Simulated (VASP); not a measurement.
Computed with PBEsol GGA, VASP's PBE PAW potentials (set 64) (plane waves; VASP 6.6.1).

VASP ran on this input.

### INCAR
```
SYSTEM = SiRu
EDIFF = 1E-6
ISMEAR = 0
LCHARG = F
LMAXMIX = 4   ! l cut-off of mixed one-centre charges
NELM = 100   ! most electronic steps
PREC = Accurate
ENCUT = 300   ! plane-wave cut-off (eV)
GGA = PS   ! PBEsol
LASPH = T
SIGMA = 0.05
LWAVE = F
ALGO = Normal   ! blocked Davidson
LREAL = F   ! projection in real space or not
ISIF = 2
```

POSCAR:
```
SiRu
1
    4.7086000000     0.0000000000     0.0000000000
    0.0000000000     4.7086000000     0.0000000000
    0.0000000000     0.0000000000     4.7086000000
Si Ru
4 4
Direct
  0.1660070000   0.3315840000   0.6706650000
  0.3160060000   0.6635920000   0.1785160000
  0.6532530000   0.1621240000   0.3443310000
  0.8591270000   0.8476270000   0.8253110000
  0.8839650000   0.6182010000   0.3532250000
  0.6191120000   0.3786300000   0.8654120000
  0.3590090000   0.8564170000   0.6295000000
  0.1435210000   0.1418260000   0.1330400000
```

File KPOINTS:
```
kpoints
0
G
 6 6 6
0.5 0.5 0.5
```

POTCAR, in this order: Si Ru_pv (PBE.64 set). Program: vasp_std.

### Question
Estimate the energy per atom (σ→0), largest force.

### Answer

```json
{
  "energy per atom (σ→0)": "-8.577 eV/atom",
  "largest_force": "3.454 eV/Å"
}
```

### OSZICAR
```
...
DAV:  10    -0.686169070987E+02   -0.14998E-02   -0.36677E-02 10834   0.138E+00    0.472E-01
DAV:  11    -0.686157317318E+02    0.11754E-02   -0.84211E-03 10861   0.892E-01    0.316E-01
DAV:  12    -0.686155471861E+02    0.18455E-03   -0.29817E-03 10597   0.433E-01    0.118E-01
DAV:  13    -0.686154400762E+02    0.10711E-03   -0.67359E-04 10606   0.257E-01    0.476E-02
DAV:  14    -0.686154278800E+02    0.12196E-04   -0.11842E-04 10812   0.104E-01    0.299E-02
DAV:  15    -0.686154251303E+02    0.27498E-05   -0.14343E-05 10746   0.341E-02    0.803E-03
DAV:  16    -0.686154248148E+02    0.31548E-06   -0.11760E-06  5598   0.671E-03
   1 F= -.68615425E+02 E0= -.68615184E+02  d E =-.482416E-03
```

The structure comes from a computed database's SiRu entry; how it stands against other phases isn't given here. The cell was not relaxed at this level, atoms are displaced from their ideal sites. The run is one of a series of settings (KPOINTS 6×6×6 Γ-centred mesh shifted by (0.5, 0.5, 0.5) against the base run), some of them coarse on purpose.
